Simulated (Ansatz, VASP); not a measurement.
# Mo (linear Mo chain, spacing 2.395 A) in two plane-wave programs

Wanted: the spread between two codes on one cell, functional and k mesh. The cell is taken from a series of runs on this material, whose earlier steps may have relaxed, scaled, displaced or heated it; both programs get it as it stands.

Main program and level: Ansatz 0.2.0; plane waves, with VASP 6.6.1 beside it; single point at PBE.

### 1. The structure

The cell holds 1 atom: 1 Mo. Its edges and angles: a = 12.000 Å, b = 12.000 Å, c = 2.108 Å, α = 90.0°, β = 90.0°, γ = 90.0°. As first built, before any earlier steps moved the atoms (in the runner's words): model lattice. Vacuum lies along a and b. The structure's axis is c.

### 2. VASP: single point, PBE, pair 1

A single point gives forces, pressure and levels at one fixed geometry, so differences don't come from the geometry; what else differs is listed under the comparison.

Lines of VASP's logs that name or quote its potential files are left out, and so is its time.

The input, INCAR:

```
SYSTEM = Mo
PREC = Accurate
ENCUT = 500
EDIFF = 1E-06
NELM = 120
ISMEAR = -1
SIGMA = 0.05
LREAL = .FALSE.
ALGO = Normal
GGA = PE
NBANDS = 13
LASPH = .TRUE.
LORBIT = 11
LWAVE = .FALSE.
LCHARG = .FALSE.
ISIF = 2
GGA_COMPAT = .FALSE.
```

The input, POSCAR:

```
Mo
1.0
   12.0000000000      0.0000000000      0.0000000000
    0.0000000000     12.0000000000      0.0000000000
    0.0000000000      0.0000000000      2.1076000000
Mo
1
Direct
    0.5000000000      0.5000000000      0.0000000000
```

The input, KPOINTS:

```
Automatic mesh
0
Gamma
1 1 46
0 0 0
```

PAW data sets: Mo_sv (PBE family, release 64).

Command:

```console
> mpirun -np 1 vasp_std
```

Numbers of over 12 decimals in the logs are rounded to 6 here.

Output:

```text
[banner, memory and clock lines left out]
running    1 mpi-ranks, on    1 nodes
 distrk:  each k-point on    1 cores,    1 groups
 distr:  one band on    1 cores,    1 groups

 POSCAR found type information on POSCAR Mo
 POSCAR found :  1 types and       1 ions
 LDA part: xc-table for (Slater+PW92), standard interpolation
 POSCAR, INCAR and KPOINTS ok, starting setup
 FFT: planning ... GRIDC
 FFT: planning ... GRID_SOFT
 FFT: planning ... GRID
 WAVECAR not read
 entering main loop
       N       E                     dE             d eps       ncg     rms          rms(c)
DAV:   1     0.562944642390E+02    0.56294E+02   -0.78228E+03  1008   0.712E+02
DAV:   2    -0.240012284819E+01   -0.58695E+02   -0.53852E+02   904   0.160E+02
DAV:   3    -0.637257549958E+01   -0.39725E+01   -0.31575E+01   775   0.273E+01
DAV:   4    -0.646835500777E+01   -0.95780E-01   -0.94766E-01   704   0.401E+00
DAV:   5    -0.647072257263E+01   -0.23676E-02   -0.23631E-02   753   0.586E-01    0.168E+01
DAV:   6    -0.621085862913E+01    0.25986E+00   -0.17942E-01   684   0.377E+00    0.975E+00
DAV:   7    -0.614598035793E+01    0.64878E-01   -0.17024E-01   724   0.388E+00    0.445E-01
DAV:   8    -0.614152329901E+01    0.44571E-02   -0.66809E-03   689   0.753E-01    0.182E-01
DAV:   9    -0.614051635032E+01    0.10069E-02   -0.87641E-04   736   0.232E-01    0.534E-02
DAV:  10    -0.614002053901E+01    0.49581E-03   -0.31724E-04   716   0.881E-02    0.218E-02
DAV:  11    -0.614024506455E+01   -0.22453E-03   -0.14583E-04   644   0.745E-02    0.178E-02
DAV:  12    -0.614076630601E+01   -0.52124E-03   -0.82718E-05   639   0.388E-02    0.865E-03
DAV:  13    -0.614096267352E+01   -0.19637E-03   -0.13679E-05   709   0.165E-02    0.512E-03
DAV:  14    -0.614112117098E+01   -0.15850E-03   -0.35271E-05   634   0.159E-02    0.212E-03
DAV:  15    -0.614119845831E+01   -0.77287E-04   -0.47449E-06   587   0.767E-03    0.183E-03
DAV:  16    -0.614123159152E+01   -0.33133E-04   -0.21864E-06   576   0.372E-03    0.822E-04
DAV:  17    -0.614125916767E+01   -0.27576E-04   -0.54940E-06   568   0.401E-03    0.355E-04
DAV:  18    -0.614126069163E+01   -0.15240E-05   -0.16349E-07   472   0.113E-03    0.129E-04
DAV:  19    -0.614126102004E+01   -0.32840E-06   -0.71862E-08   457   0.656E-04
   1 F= -.61412610E+01 E0= -.61345367E+01  d E =-.134486E-01
```

Parts of OUTCAR (step 2):

```text
ion  position               nearest neighbor table
   1  0.500  0.500  0.000-

  LATTYP: Found a simple tetragonal cell.
 ALAT       =    12.0000000000
 C/A-ratio  =     0.1756333333

 Subroutine GETGRP returns: Found 16 space group operations
 (whereof 16 operations were pure point group operations)

The static configuration has the point symmetry D_4h.

 Found     24 irreducible k-points:

   k-points           NKPTS =     24   k-points in BZ     NKDIM =     24   number of bands    NBANDS=     13

   dimension x,y,z NGX =    90 NGY =   90 NGZ =   16
   dimension x,y,z NGXF=   180 NGYF=  180 NGZF=   32

   ENCUT  =  500.0 eV  36.75 Ry    6.06 a.u.  21.88 21.88  3.84*2*pi/ulx,y,z

   NELECT =      14.0000    total number of electrons

 k-points in reciprocal lattice and weights: Automatic mesh
   0.00000000  0.00000000  0.00000000       0.022
   0.00000000  0.00000000  0.02173913       0.043
   0.00000000  0.00000000  0.04347826       0.043
   0.00000000  0.00000000  0.06521739       0.043
   0.00000000  0.00000000  0.08695652       0.043
   0.00000000  0.00000000  0.10869565       0.043
   0.00000000  0.00000000  0.13043478       0.043
   0.00000000  0.00000000  0.15217391       0.043
   0.00000000  0.00000000  0.17391304       0.043
[...]
0.00000000  0.00000000  0.47826087       0.043
   0.00000000  0.00000000  0.50000000       0.022

 average (electrostatic) potential at core
       1 -84.8234

 E-fermi :  -3.6381

 k-point     1 :       0.0000    0.0000    0.0000
  band No.  band energies     occupation
    ...
      4     -35.3747      2.00000
      5      -8.4065      2.00000
      6      -5.2027      2.00000
      7      -4.8041      2.00000
      8      -4.8040      2.00000
      9      -1.6611      0.00000
     10      -1.6611      0.00000
     11       0.5308      0.00000
     12       1.1574      0.00000
     13       1.8008      0.00000

 k-point     2 :       0.0000    0.0000    0.0217
  band No.  band energies     occupation
    ...
      4     -35.4130      2.00000
      5      -8.3446      2.00000
      6      -5.1849      2.00000
      7      -4.7936      2.00000
      8      -4.7935      2.00000
      9      -1.6632      0.00000
     10      -1.6632      0.00000
     11       0.5469      0.00000
     12       1.1732      0.00000
     13       1.7934      0.00000

 k-point     3 :       0.0000    0.0000    0.0435
  band No.  band energies     occupation
    ...
      4     -35.5262      2.00000
      5      -8.1611      2.00000
      6      -5.1310      2.00000
      7      -4.7622      2.00000
      8      -4.7621      2.00000
      9      -1.6730      0.00000
     10      -1.6730      0.00000
     11       0.5949      0.00000
     12       1.2203      0.00000
     13       1.7396      0.00000

  Total       -0.0074678     -0.0074678      5.8305941      0.0000000      0.0000000      0.0000000
  in kB       -0.0394234     -0.0394234     30.7802903      0.0000000      0.0000000      0.0000000
  external PRESSURE =      10.2338145 kB  Pullay stress =       0.0000000 kB

  energy-cutoff  :      500.00
  volume of cell :      303.49
      direct lattice vectors                 reciprocal lattice vectors
    12.000000000  0.000000000  0.000000000     0.083333333  0.000000000  0.000000000
     0.000000000 12.000000000  0.000000000     0.000000000  0.083333333  0.000000000
     0.000000000  0.000000000  2.107600000     0.000000000  0.000000000  0.474473335

 POSITION                                       TOTAL-FORCE (eV/Angst)
 -----------------------------------------------------------------------------------
      6.00000      6.00000      0.00000         0.000000      0.000000      0.000000
 -----------------------------------------------------------------------------------
    total drift:                                0.000000     -0.000000     -0.000000

  FREE ENERGIE OF THE ION-ELECTRON SYSTEM (eV)
  ---------------------------------------------------
  free  energy   TOTEN  =        -6.1412610200 eV

  energy  without entropy=       -6.1278123750  energy(sigma->0) =       -6.13453670

 total charge
# of ion       s       p       d       tot
------------------------------------------
    1        2.360   6.050   4.569  12.979

[... 3 further parts left out ...]
```

### 3. Ansatz: single point, PBE, pair 1

Ansatz runs on its PAW soft_1 files.

The same cell, functional, mesh and smearing now go to Ansatz.

The input, input.yaml:

```yaml
crystal:
  lattice:
    - [12.0, 0.0, 0.0]
    - [0.0, 12.0, 0.0]
    - [0.0, 0.0, 2.1076]
  atoms:
    - { symbol: Mo, position: [0.5, 0.5, 0.0] }
kpoints:
  mp_grid: { grid: [1, 1, 46] }
hamiltonian:
  xc: pbe
  pseudopotentials: { kind: paw, azcp: { folder: soft_1 } }
scf:
  occupations: { method: fermi_dirac, width: 0.05 }
  max_iter: 120
  convergence: { dr2_threshold: 1.0e-08 }
basis:
  ecutwfc: 420.0
output:
  stress: true
```

Command:

```console
> ansatz run input.yaml --threads 1 --pin off --max-ram 2560MiB --backend cpu --events-out ev --progress --plain --runs-dir out
```

Output:

```text
Warning: output.stress: scf.convergence.dr2_threshold = 1e-8 eV is looser than the 1e-10 eV advised for a printed stress (1e-10 eV for each atom of the cell: 1). What an SCF threshold leaves in a stress goes as its square root, and in the free energy as the threshold itself, and one threshold admits the most on a small cell: [figures from the program's tests cut] Set scf.convergence.dr2_threshold to 1e-10 eV or tighter. The threshold is an SCF's pass mark: one that does not reach it within its budget of iterations ends unconverged, or closes short of it on a stop that the run arms, and scf.convergence.dr2_threshold's page says what that costs each kind of run
Engine: ansatz 0.2.0, aarch64-unknown-linux-gnu
Pseudopotentials: kind: paw
Pseudopotential: Mo, paw, valence charge 14, recommended cutoff 420 eV (normal), soft_1/Mo.paw.azcp
Functional definition: PBE
  parameter kappa = 0.804
  parameter beta = 0.066725
  exchange = pbe_x(kappa = kappa, mu = beta*pi^2/3)
  correlation = pbe_c(beta = beta)
Crystal: 1 atoms, lattice volume = 303.494 Å³
Basis set: ecut = 420 eV, 6007 PW (Γ)
Bands: 11, of which v1, the nominal top of the filled ones, is band 7 counted from 1 (6 counted from 0)
Symmetry: 16 space group operations
Space group: P4/mmm (ITA 123), of the structure as read, at distance tolerance 6.7e-5 Å
k-points: 24 of 46
Non-local potential: Mo, projectors of the file, l = 0: 3, l = 1: 2, l = 2: 2, l = 3: 1
PAW form: soft (Blöchl's): semilocal exchange-correlation on the pseudo side does not see the compensation charge
PAW one-centre angular grid: Mo, 590 points (default); XC on 64 Gauss nodes
Initial density: superposition of atomic densities (neutral atoms: chi_scale 0, normalization atom)
Initial wavefunctions: pseudopotential atomic-orbital guess
Functional: x = pbe(κ = 0.804, μ = 0.219515), c = pbe(β = 0.066725)
SCF iter   1: F=—  HF=-4951.596667 eV  |F-HF|=—  |Δ(HF+E_count)|=         —  Δρ=1.56e-2  dr2=8.74e-1  ethr=3.10e-3  ⟨swp⟩=6.6  Hψ=1908  notcnv=0
preconditioner: auto → LDOS  [metal: Δε(μ)=0.036 eV  Ē_g=5.450 eV  σ=0.050 eV  W_gap=0.18  n_scr=28 (ndim 8)  ℏωp=5.2 eV  f_vac=0.793  D(μ)=2.42/eV (n_scr^D=20)  β→1.0]
SCF iter   2: F=—  HF=-4951.362661 eV  |F-HF|=—  |Δ(HF+E_count)|=   2.34e-1  Δρ=9.90e-3  dr2=2.13e-1  ethr=3.10e-3  ⟨swp⟩=2.5  Hψ=725  notcnv=0  defer=6
SCF iter   3: F=—  HF=-4951.285761 eV  |F-HF|=—  |Δ(HF+E_count)|=   7.69e-2  Δρ=1.19e-3  dr2=9.52e-3  ethr=1.52e-3  ⟨swp⟩=2.1  Hψ=558  notcnv=0  defer=6
SCF iter   4: F=—  HF=-4951.285657 eV  |F-HF|=—  |Δ(HF+E_count)|=   1.04e-4  Δρ=4.25e-4  dr2=9.92e-4  ethr=6.80e-5  ⟨swp⟩=3.0  Hψ=518  notcnv=0  defer=6
SCF iter   5: F=—  HF=-4951.285532 eV  |F-HF|=—  |Δ(HF+E_count)|=   1.25e-4  Δρ=8.46e-5  dr2=1.48e-5  ethr=7.09e-6  ⟨swp⟩=2.3  Hψ=367  notcnv=0  defer=6
SCF iter   6: F=—  HF=-4951.285550 eV  |F-HF|=—  |Δ(HF+E_count)|=   1.76e-5  Δρ=1.23e-5  dr2=4.49e-7  ethr=1.06e-7  ⟨swp⟩=2.5  Hψ=428  notcnv=0  defer=6
SCF iter   7: F=—  HF=-4951.285618 eV  |F-HF|=—  |Δ(HF+E_count)|=   6.83e-5  Δρ=2.24e-6  dr2=1.76e-8  ethr=3.21e-9  ⟨swp⟩=2.1  Hψ=369  notcnv=0  defer=6
SCF iter   8: F=-4951.285618 eV  HF=-4951.285618 eV  |F-HF|=2.46e-10  |Δ(HF+E_count)|=   1.71e-8  Δρ=1.69e-7  dr2=5.48e-11  ethr=7.14e-11  ⟨swp⟩=4.6  Hψ=888  notcnv=0
SCF 1 converged in 8 iterations: F = -4951.285618 eV  dr2 = 5.48e-11
  greatest PAW one-centre occupation: 0.999 electrons in one spin orbital (limit 2), on the Mo atom at site 0 (counted from 0), in its partial waves of l = 0
SCF converged after 8 iterations
Free energy (F): -4951.285618 eV
Harris-Foulkes:  -4951.285618 eV  (|F-HF|=2.46e-10)
Internal energy: -4951.272047 eV  (E = F + TS)
E sigma→0 (E₀):  -4951.278833 eV
Entropy (-TS):   -0.013571 eV (-13.571 meV/atom)
Fermi energy:    -3.197893 eV
--- Per-component energies (eV) ---
  E_band       = -386.327838
  E_kinetic    = 426.034603
  E_local      = -4539.486186  (includes V_loc(G=0)·N_el)
  E_nonlocal   = 155.792514
  E_hartree    = 1975.393269
  E_xc         = -173.188542
  E_vxc        = -215.508447  (∫ρ·V_xc dr)
  E_paw        = -3214.818339  (= ΣΔE_a)
  E_vpaw       = -163.946689  (= ΣTr[D̂ρ^β])
  E_aug_tail   = 0.000053  (compensation charges beyond the density's cutoff)
  E_ewald      = 419.000581
  E_smearing   = -0.013571  (= −TS)
  E_closure    = -0.000000  (closes the sum)
  Σ components = -4951.285618   (vs F -4951.285618, Δ=0.00e0)
--- Stress (GPa, compression-positive) ---
       -0.000701       0.000000       0.000000
        0.000000      -0.000701       0.000000
        0.000000       0.000000       2.764841
  P = ⅓ Tr σ = 0.9211 GPa (9.211 kbar)
```

The column dr2 measures how far the density is from self-consistency, as an energy; F and HF (Harris–Foulkes) agree once it is small.

### 4. Differences

Known differences besides the potentials themselves: the cutoff is 420 eV in Ansatz and 500 eV in VASP. Total energies have different zeros and are not compared.

Both answers:

```csv
quantity,Ansatz,VASP,difference
pressure (GPa),0.92,1.02,-0.10
```

With vacuum in the cell, a pressure given here is an average over mostly empty space and none of the material.

### 5. VASP: single point, PBE, pair 2

A single point gives forces, pressure and levels at one fixed geometry, so differences don't come from the geometry; what else differs is listed under the comparison.

INCAR is that of step 2.

POSCAR, as its differences from that of step 2:

```diff
@@ -4,3 +4,3 @@
     0.0000000000     12.0000000000      0.0000000000
-    0.0000000000      0.0000000000      2.1076000000
+    0.0000000000      0.0000000000      2.2034000000
 Mo
```

KPOINTS is that of step 2.

Command:

```console
> mpirun -np 1 vasp_std
```

Output:

```text
[... set-up lines as in an earlier step ...]
 entering main loop
       N       E                     dE             d eps       ncg     rms          rms(c)
DAV:   1     0.518883992176E+02    0.51888E+02   -0.76902E+03  1008   0.705E+02
DAV:   2    -0.299449053426E+01   -0.54883E+02   -0.52450E+02  1015   0.152E+02
DAV:   3    -0.644871039460E+01   -0.34542E+01   -0.28088E+01   780   0.258E+01
DAV:   4    -0.656647812905E+01   -0.11777E+00   -0.11335E+00   710   0.404E+00
[...]
DAV:  17    -0.626782456356E+01   -0.24365E-04   -0.39980E-06   578   0.429E-03    0.568E-04
DAV:  18    -0.626782743402E+01   -0.28705E-05   -0.48069E-07   547   0.167E-03    0.160E-04
DAV:  19    -0.626782773632E+01   -0.30229E-06   -0.38121E-08   482   0.471E-04
   1 F= -.62678277E+01 E0= -.62603508E+01  d E =-.149538E-01
```

OUTCAR, selected parts (step 5):

```text
  Total       -0.0066820     -0.0066820      0.3962862      0.0000000      0.0000000      0.0000000
  in kB       -0.0337412     -0.0337412      2.0010764      0.0000000      0.0000000      0.0000000
  external PRESSURE =       0.6445314 kB  Pullay stress =       0.0000000 kB

  FREE ENERGIE OF THE ION-ELECTRON SYSTEM (eV)
  ---------------------------------------------------
  free  energy   TOTEN  =        -6.2678277363 eV

  energy  without entropy=       -6.2528739425  energy(sigma->0) =       -6.26035084

[... 2 parts as in an earlier step ...]

[... 2 further parts left out ...]
[key lines of the parts left out:]
E-fermi :  -3.7017
```

[end of part 1 of 2]

[Lines on the potential files, build, host, timing and source positions are cut from VASP's logs without a mark.]

[Logs are printed without paths, hosts, clocks, repeated set-up lines and the standing remarks that a program may print on its own settings, such as how far it seeks lower states.]

[Hosts, paths, dates, database ids (printed as entryN), source tags and the programs' standing remarks are cut or masked in the printed files.]
